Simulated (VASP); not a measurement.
Output of a VASP run:

File OUTCAR:
```
 ion  position               nearest neighbor table
   1  0.000  0.000  0.000-   2 2.17   2 2.17   2 2.17   2 2.17   2 2.17   2 2.17
   2  0.500  0.500  0.500-   1 2.17   1 2.17   1 2.17   1 2.17   1 2.17   1 2.17
  LATTYP: Found a face centered cubic cell.
 ALAT       =     4.3325759278
 Subroutine PRICEL returns:
 Original cell was already a primitive cell.
 Subroutine GETGRP returns: Found 48 space group operations
The static configuration has the point symmetry O_h .
The dynamic configuration has the point symmetry O_h .
 Subroutine INISYM returns: Found 48 space group operations
 Subroutine IBZKPT returns following result:
 Found    145 irreducible k-points:

 Following reciprocal coordinates:
            Coordinates               Weight
  0.000000  0.000000  0.000000      1.000000
  0.062500  0.000000  0.000000      8.000000
  0.125000  0.000000  0.000000      8.000000
  0.187500  0.000000  0.000000      8.000000
  0.250000  0.000000  0.000000      8.000000
  0.312500  0.000000  0.000000      8.000000
  0.375000  0.000000  0.000000      8.000000
  0.437500  0.000000  0.000000      8.000000
  0.500000  0.000000  0.000000      4.000000
  0.062500  0.062500  0.000000      6.000000
  0.125000  0.062500  0.000000     24.000000
  0.187500  0.062500  0.000000     24.000000
  0.250000  0.062500  0.000000     24.000000
  0.312500  0.062500  0.000000     24.000000
  0.375000  0.062500  0.000000     24.000000
  0.437500  0.062500  0.000000     24.000000
  0.500000  0.062500  0.000000     24.000000
 -0.437500  0.062500  0.000000     24.000000
 -0.375000  0.062500  0.000000     24.000000
 -0.312500  0.062500  0.000000     24.000000
 -0.250000  0.062500  0.000000     24.000000
 -0.187500  0.062500  0.000000     24.000000
 -0.125000  0.062500  0.000000     24.000000
 -0.062500  0.062500  0.000000     12.000000
  0.125000  0.125000  0.000000      6.000000
  0.187500  0.125000  0.000000     24.000000
  0.250000  0.125000  0.000000     24.000000
  0.312500  0.125000  0.000000     24.000000
  0.375000  0.125000  0.000000     24.000000
  0.437500  0.125000  0.000000     24.000000
  0.500000  0.125000  0.000000     24.000000
 -0.437500  0.125000  0.000000     24.000000
 -0.375000  0.125000  0.000000     24.000000
 -0.312500  0.125000  0.000000     24.000000
 -0.250000  0.125000  0.000000     24.000000
 -0.187500  0.125000  0.000000     24.000000
 -0.125000  0.125000  0.000000     12.000000
  0.187500  0.187500  0.000000      6.000000
  0.250000  0.187500  0.000000     24.000000
  0.312500  0.187500  0.000000     24.000000
   k-points           NKPTS =    145   k-points in BZ     NKDIM =    145   number of bands    NBANDS=     12
   number of dos      NEDOS =    301   number of ions     NIONS =      2
   total plane-waves  NPLWV =   4096
   dimension x,y,z NGX =    16 NGY =   16 NGZ =   16
   dimension x,y,z NGXF=    32 NGYF=   32 NGZF=   32
   ions per type =               1   1
   PREC   = normal    normal or accurate (medium, high low for compatibility)
   ISTART =      0    job   : 0-new  1-cont  2-samecut
   ICHARG =      2    charge: 1-file 2-atom 10-const
   ISPIN  =      1    spin polarized calculation?
   LNONCOLLINEAR =      F non collinear calculations
   LSORBIT =      F    spin-orbit coupling
   INIWAV =      1    electr: 0-lowe 1-rand  2-diag
   ENCUT  =  450.0 eV  33.07 Ry    5.75 a.u.   5.30  5.30  5.30*2*pi/ulx,y,z
   NELM   =    100;   NELMIN=  4; NELMDL= -5     # of ELM steps
   EDIFF  = 0.1E-04   stopping-criterion for ELM
   LREAL  =      F    real-space projection
   NLSPLINE    = F    spline interpolate recip. space projectors
   LMAXMIX     =    4 max onsite mixed and CHGCAR
   VOSKOWN=      0    Vosko Wilk Nusair interpolation
   EDIFFG = -.3E-01   stopping-criterion for IOM
   NSW    =     20    number of steps for IOM
   NBLOCK =      1;   KBLOCK =     20    inner block; outer block
   IBRION =      2    ionic relax: 0-MD 1-quasi-New 2-CG
...
```

**OSZICAR**
```
       N       E                     dE             d eps       ncg     rms          rms(c)
DAV:   1     0.105629602133E+03    0.10563E+03   -0.79618E+03  3508   0.149E+03
DAV:   2    -0.242335525962E+02   -0.12986E+03   -0.12408E+03  3596   0.376E+02
DAV:   3    -0.334409647090E+02   -0.92074E+01   -0.88015E+01  4624   0.966E+01
DAV:   4    -0.339234654762E+02   -0.48250E+00   -0.48172E+00  4632   0.204E+01
DAV:   5    -0.339377458275E+02   -0.14280E-01   -0.14279E-01  4648   0.314E+00    0.193E+01
DAV:   6    -0.245857339716E+02    0.93520E+01   -0.27550E+01  4440   0.844E+01    0.533E+00
DAV:   7    -0.248274757037E+02   -0.24174E+00   -0.39362E+00  3940   0.279E+01    0.448E+00
DAV:   8    -0.248394471019E+02   -0.11971E-01   -0.37834E-01  3952   0.744E+00    0.221E+00
DAV:   9    -0.249065963200E+02   -0.67149E-01   -0.12439E-01  3920   0.561E+00    0.141E+00
DAV:  10    -0.248726886718E+02    0.33908E-01   -0.11124E-01  4452   0.524E+00    0.418E-01
DAV:  11    -0.248657443814E+02    0.69443E-02   -0.70546E-03  4252   0.921E-01    0.113E-01
DAV:  12    -0.248687221873E+02   -0.29778E-02   -0.67306E-03  3540   0.937E-01    0.531E-02
DAV:  13    -0.248693930697E+02   -0.67088E-03   -0.91531E-04  3616   0.320E-01    0.487E-02
DAV:  14    -0.248693560945E+02    0.36975E-04   -0.15538E-04  5040   0.158E-01    0.123E-02
DAV:  15    -0.248693597745E+02   -0.36800E-05   -0.21272E-05  3296   0.438E-02
   1 F= -.24869360E+02 E0= -.24869163E+02  d E =-.248694E+02
```

OUTCAR:
```
------------------------ aborting loop because EDIFF is reached ----------------------------------------
  FORCE on cell =-STRESS in cart. coord.  units (eV):
  Direction    XX          YY          ZZ          XY          YZ          ZX
  --------------------------------------------------------------------------------------
  Total       -0.0299185     -0.0299185     -0.0299185      0.0000000      0.0000000      0.0000000
  in kB       -2.3576116     -2.3576116     -2.3576116      0.0000000      0.0000000      0.0000000
  external PRESSURE =      -2.3576116 kB  Pullay stress =       0.0000000 kB
  volume of cell :       20.33
      direct lattice vectors                 reciprocal lattice vectors
     0.000000000  2.166287964  2.166287964    -0.230809573  0.230809573  0.230809573
     2.166287964  0.000000000  2.166287964     0.230809573 -0.230809573  0.230809573
     2.166287964  2.166287964  0.000000000     0.230809573  0.230809573 -0.230809573
 POSITION                                       TOTAL-FORCE (eV/Angst)
 -----------------------------------------------------------------------------------
      0.00000      0.00000      0.00000         0.000000      0.000000      0.000000
      2.16629      2.16629      2.16629        -0.000000     -0.000000     -0.000000
 -----------------------------------------------------------------------------------
    total drift:                                0.000000     -0.000000     -0.000000
  FREE ENERGIE OF THE ION-ELECTRON SYSTEM (eV)
  ---------------------------------------------------
  free  energy   TOTEN  =       -24.8693597745 eV

  energy  without entropy=      -24.8687693676  energy(sigma->0) =      -24.86916297

 reached required accuracy - stopping structural energy minimisation
```
(Selected blocks of OUTCAR.)

**POSCAR**
```
TiC
1
    0.0000000000     2.1662879639     2.1662879639
    2.1662879639     0.0000000000     2.1662879639
    2.1662879639     2.1662879639     0.0000000000
Ti C
1 1
Direct
  0.0000000000   0.0000000000   0.0000000000
  0.5000000000   0.5000000000   0.5000000000
```

Write an INCAR and KPOINTS that could have produced this output.

This is not unique; one that fits is the input of the run itself, r2SCAN meta-GGA, plane waves, VASP's PBE PAW potentials (set 64).

INCAR:
```
ISIF=2   ! forces and stress, cell fixed
SIGMA=0.1   ! width (eV)
EDIFF=1E-5
NELMIN=4
METAGGA=R2SCAN
IBRION=2   ! conjugate gradients
SYSTEM=TiC
LMAXMIX=4
LCHARG=.FALSE.
LWAVE=.FALSE.
NELM=100   ! most electronic steps
NSW=20
ISMEAR=1   ! Methfessel-Paxton
ALGO=Normal
PREC=Normal
EDIFFG=-0.03   ! ionic stop
LMIXTAU=.TRUE.
LASPH=.TRUE.   ! aspherical one-centre terms
ENCUT=450   ! plane-wave cut-off (eV)
LREAL=.FALSE.
```

KPOINTS:
```
Automatic mesh
0
gamma
  16 16 16
0 0 0
```

POTCAR, in this order: Ti_sv C (PBE.64 set). Program: vasp_std.

At this cut-off the stress carries a Pulay error, which pulls relaxed volumes low.

The compound is TiC in the rock salt structure. It was relaxed first.
